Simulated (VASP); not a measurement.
Data:

```
CELL_PARAMETERS angstrom
      0.00000     2.86507     2.86507
      2.86507     0.00000     2.86507
      2.86507     2.86507     0.00000
ATOMIC_POSITIONS crystal
  Ge 0.00000 0.00000 0.00000
  Sb 0.50000 0.50000 0.50000
```

All values below come from PBEsol GGA, VASP's PBE PAW potentials (set 64) (plane waves; VASP). Settings: 400 eV cut-off, Gaussian smearing of 0.050 eV, potentials Ge_d Sb.

Unless said otherwise, spin-orbit coupling is left out, though it shifts the bands of the heavy elements here.

**Question.** Predict the band gap (along the path) with the smallest direct gap where there is one.

**Answer.** 
- band gap (along the path) = none (metal, semimetal or under 0.01 eV)

Total energies compare only between runs with the same potentials, cut-off and functional.

The structure comes from a computed database's GeSb entry (Fm-3m); how it stands against other phases isn't given here. It was relaxed first. The electron count is odd and the run is not spin-polarised, which forces a metal.
